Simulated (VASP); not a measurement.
These are PBE GGA, VASP's PBE PAW potentials (set 64) (plane waves; VASP) values and carry that method's errors.

A VASP calculation is set up with these files.

### INCAR
```
# general
SYSTEM   = PmSe
PREC     = Accurate
ENCUT    = 400
LREAL    = .FALSE.
LASPH    = .TRUE.
KSPACING = 0.16
KGAMMA   = .FALSE.

# electronic loop
EDIFF    = 1E-6
NELM     = 100
ALGO     = Normal
LMAXMIX  = 6

# smearing
ISMEAR   = 1
SIGMA    = 0.1

# functional
GGA      = PE

# ions
ISIF     = 2

# output
LWAVE    = .FALSE.
LCHARG   = .FALSE.
```

**POSCAR**
```
PmSe
5.921080
  0.0000000000   0.5000000000   0.5000000000
  0.5000000000   0.0000000000   0.5000000000
  0.5000000000   0.5000000000   0.0000000000
Pm Se
1 1
direct
  0.0000000000   0.0000000000   0.0000000000
  0.5000000000   0.5000000000   0.5000000000
```

POTCAR, in this order: Pm_3 Se (PBE.64 set). Program: vasp_std.

Output of the run:

OSZICAR:
```
       N       E                     dE             d eps       ncg     rms          rms(c)
DAV:   1     0.521355472454E+02    0.52136E+02   -0.65099E+03  4384   0.988E+02
DAV:   2    -0.906708628562E+01   -0.61203E+02   -0.58394E+02  5300   0.200E+02
DAV:   3    -0.118954008006E+02   -0.28283E+01   -0.27919E+01  5524   0.368E+01
DAV:   4    -0.119294702106E+02   -0.34069E-01   -0.33359E-01  5216   0.435E+00
DAV:   5    -0.119303042444E+02   -0.83403E-03   -0.83342E-03  5484   0.478E-01    0.228E+01
DAV:   6    -0.118443005220E+02    0.86004E-01   -0.22441E-01  5108   0.257E+00    0.147E+01
DAV:   7    -0.118506697578E+02   -0.63692E-02   -0.11420E-01  5656   0.203E+00    0.569E-01
DAV:   8    -0.118452238347E+02    0.54459E-02   -0.28639E-02  4976   0.980E-01    0.175E-01
DAV:   9    -0.118453255798E+02   -0.10175E-03   -0.11023E-03  5468   0.251E-01    0.229E-01
DAV:  10    -0.118453248261E+02    0.75370E-06   -0.85702E-06  5108   0.224E-02
   1 F= -.11845325E+02 E0= -.11845416E+02  d E =0.272047E-03
```

OUTCAR:
```
------------------------ aborting loop because EDIFF is reached ----------------------------------------
  FORCE on cell =-STRESS in cart. coord.  units (eV):
  Direction    XX          YY          ZZ          XY          YZ          ZX
  --------------------------------------------------------------------------------------
  Total        0.1365338      0.1365338      0.1365338      0.0000000      0.0000000      0.0000000
  in kB        4.2151004      4.2151004      4.2151004      0.0000000      0.0000000      0.0000000
  external PRESSURE =       4.2151004 kB  Pullay stress =       0.0000000 kB
  volume of cell :       51.90
      direct lattice vectors                 reciprocal lattice vectors
     0.000000000  2.960540000  2.960540000    -0.168888108  0.168888108  0.168888108
     2.960540000  0.000000000  2.960540000     0.168888108 -0.168888108  0.168888108
     2.960540000  2.960540000  0.000000000     0.168888108  0.168888108 -0.168888108
 POSITION                                       TOTAL-FORCE (eV/Angst)
 -----------------------------------------------------------------------------------
      0.00000      0.00000      0.00000        -0.000000     -0.000000     -0.000000
      2.96054      2.96054      2.96054         0.000000      0.000000      0.000000
 -----------------------------------------------------------------------------------
    total drift:                                0.000000      0.000000      0.000000
  FREE ENERGIE OF THE ION-ELECTRON SYSTEM (eV)
  ---------------------------------------------------
  free  energy   TOTEN  =       -11.8453248261 eV

  energy  without entropy=      -11.8455968727  energy(sigma->0) =      -11.84541551
```
(Selected blocks of OUTCAR.)

The 4f electrons are frozen in the core of the lanthanide potential, so 4f levels, which can set the real gap, and their magnetism are missing.

The structure comes from a computed database's PmSe entry (Fm-3m); how it stands against other phases isn't given here. The cell was not relaxed at this level. The run is one of a series of settings (KGAMMA = .FALSE., KSPACING = 0.16, KPOINTS file removed against the base run), some of them coarse on purpose. The electron count is odd and the run is not spin-polarised, which forces a metal.
